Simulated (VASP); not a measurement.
Here is the system:

```
WS2
1.0
    1.56077    -2.70333     0.00000
    1.56077     2.70333     0.00000
    0.00000     0.00000    13.52239
W S
2 4
Direct
  0.33333   0.66667   0.25000
  0.66667   0.33333   0.75000
  0.33333   0.66667   0.86385
  0.66667   0.33333   0.36385
  0.66667   0.33333   0.13615
  0.33333   0.66667   0.63615
```

Computed with PBE GGA, VASP's PBE PAW potentials (set 64) (plane waves; VASP). Settings: 520 eV cut-off, 8×8×2 Γ-centred mesh, Gaussian smearing of 0.050 eV, potentials W_sv S.

Without a dispersion term in the relaxation, distances and binding between the weakly bound layers, chains or molecules are unreliable, and so is what depends on them.

**Question.** The ions and cell shape at fixed volume are relaxed. Predict the relaxed structure.

**Answer.** 
```
WS2
1.0
    1.58943    -2.75298     0.00000
    1.58943     2.75298     0.00000
    0.00000     0.00000    13.03908
W S
2 4
Direct
  0.33333   0.66667   0.25000
  0.66667   0.33333   0.75000
  0.33333   0.66667   0.87057
  0.66667   0.33333   0.37058
  0.66667   0.33333   0.12943
  0.33333   0.66667   0.62943
```
Space group P6_3/mmc (194), at a tolerance of 0.03 Å.

**Question.** How much energy does the relaxation gain?

**Answer.** The energy (σ→0) changes by -32.5 meV/atom, in 8 ionic steps.

| step | E(σ→0) (eV) | max force (eV/Å) | pressure (GPa) | volume (Å³) |
|---|---|---|---|---|
| 1 | -47.1353 | 1.168 | 10.07 | 114.11 |
| 2 | -47.2492 | 0.084 | 3.98 | 114.11 |
| 3 | -47.2509 | 0.043 | 4.60 | 114.11 |
| 4 | -47.3120 | 0.050 | 2.82 | 114.11 |
| 5 | -47.3298 | 0.056 | 1.32 | 114.11 |
| 6 | -47.3298 | 0.056 | 1.26 | 114.11 |
| 7 | -47.3300 | 0.034 | 0.81 | 114.11 |
| 8 | -47.3301 | 0.001 | 0.98 | 114.11 |

The compound is WS2 in the 2H layered structure. This cell is one point of a volume scan, at 0.94 of the reference volume. Symmetry was kept, so distortions that lower it aren't found.
